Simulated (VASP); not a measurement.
Input:

```
CELL_PARAMETERS angstrom
      5.60979     0.00000     0.00000
      0.00000     5.60979     0.00000
      0.00000     0.00000    20.11695
ATOMIC_POSITIONS crystal
  Pt 0.25000 0.24813 0.35457
  Pt 0.75000 0.24888 0.35542
  Pt 0.25000 0.75187 0.35457
  Pt 0.75000 0.75112 0.35542
  Pt 0.00016 0.00000 0.45146
  Pt 0.49984 0.00000 0.45146
  Pt 0.99996 0.50000 0.45029
  Pt 0.50004 0.50000 0.45029
  Pt 0.25000 0.24707 0.54856
  Pt 0.75000 0.24456 0.55003
  Pt 0.25000 0.75293 0.54856
  Pt 0.75000 0.75544 0.55003
  Pt 0.98865 0.00000 0.65525
  Pt 0.51135 0.00000 0.65525
  Pt 0.00201 0.50000 0.64291
  Pt 0.49799 0.50000 0.64291
  C  0.25000 0.00000 0.71086
```

Level of theory: PBE GGA, VASP's PBE PAW potentials (set 64) (plane waves; VASP). Run with PREC = Normal, 400 eV cut-off, 5×5×1 Γ-centred mesh, first-order Methfessel-Paxton smearing of 0.10 eV, potentials Pt C.

Unless said otherwise, spin-orbit coupling is left out, though it shifts the bands of the heavy elements here.

What does the run give for the energy per atom (σ→0), band gap (on the k-mesh) with the smallest direct gap where there is one?

| Quantity | Value |
|---|---|
| band gap (on the k-mesh) | none (metal, semimetal or under 0.01 eV) |
| energy per atom (σ→0) | -5.782 eV/atom |

The cell is a thin slab with vacuum, built from Pt (fcc): (100) face, C adsorbed.
